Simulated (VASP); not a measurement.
A convergence study with VASP on SnO2 (rutile): one setting is varied, all else stays as given below, so the limit is that of these other settings. Each run relaxes cell and ions from the cell shown.

```xyz
6
Lattice="4.7400 0.0000 0.0000 0.0000 4.7400 0.0000 0.0000 0.0000 3.1900" Properties=species:S:1:pos:R:3 pbc="T T T"
Sn     0.0000     0.0000     0.0000
Sn     2.3700     2.3700     1.5950
O      1.4552     1.4552     0.0000
O      3.8252     0.9148     1.5950
O      0.9148     3.8252     1.5950
O      3.2848     3.2848     0.0000
```

Calculation: LDA (Ceperley-Alder, Perdew-Zunger), VASP's LDA PAW potentials (set 64) (plane waves; VASP). The tightest run used: 700 eV cut-off, 7×7×11 Γ-centred mesh, Gaussian smearing of 0.050 eV, potentials Sn_d O.

Unless said otherwise, spin-orbit coupling is left out, though it shifts the bands of the heavy elements here. Gaps are read on the run's mesh, which can miss a band edge.

### Question
The settings run are 1×1×2 mesh; 2×2×3 mesh; 2×2×4 mesh; 3×3×5 mesh; 4×4×6 mesh; 4×4×7 mesh; 5×5×8 mesh; 6×6×9 mesh; 6×6×10 mesh; 7×7×11 mesh. From which on does the relaxed volume stay within 0.05 Å³/atom of the tightest run?

### Answer
From 2×2×3 mesh on: it is off by 0.023 there and by no more than 0.05 in any finer run, while 1×1×2 mesh is off by 0.199.
| setting | relaxed volume (Å³/atom) | E (eV/atom) | gap on the mesh (eV) | irreducible k-points | difference judged (Å³/atom) |
|---|---|---|---|---|---|
| 1×1×2 mesh | 11.703 | -6.9045 | 1.309 | 2 | 0.199 |
| 2×2×3 mesh | 11.878 | -7.0349 | 1.154 | 6 | 0.023 |
| 2×2×4 mesh | 11.890 | -7.0445 | 1.160 | 9 | 0.011 |
| 3×3×5 mesh | 11.898 | -7.0502 | 1.154 | 9 | 0.004 |
| 4×4×6 mesh | 11.900 | -7.0511 | 1.153 | 24 | 0.001 |
| 4×4×7 mesh | 11.900 | -7.0511 | 1.153 | 24 | 0.001 |
| 5×5×8 mesh | 11.901 | -7.0512 | 1.153 | 30 | 0.000 |
| 6×6×9 mesh | 11.901 | -7.0513 | 1.153 | 50 | 0.000 |
| 6×6×10 mesh | 11.901 | -7.0513 | 1.153 | 60 | 0.000 |
| 7×7×11 mesh | 11.901 | -7.0513 | 1.153 | 60 | 0.000 |

Left out are rungs that failed or repeat a setting and relaxations that didn't move; long series are thinned to 24 rows.

The compound is SnO2 in the rutile structure.
